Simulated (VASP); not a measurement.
These are LDA (Ceperley-Alder, Perdew-Zunger), VASP's LDA PAW potentials (set 64) (plane waves; VASP) values and carry that method's errors. Each cell was relaxed at this level, without spin-orbit coupling.

### Question
Which of these comes out without a gap?
(A) Si, Fd-3m (227)
(B) AgCl, Fm-3m (225)
(C) Be, P6_3/mmc (194)
(D) BaO, Fm-3m (225)

### Answer
C, Be, P6_3/mmc (194). The others have gaps of 0.65 eV (AgCl, Fm-3m (225)), 0.44 eV (Si, Fd-3m (227)), 1.70 eV (BaO, Fm-3m (225)).
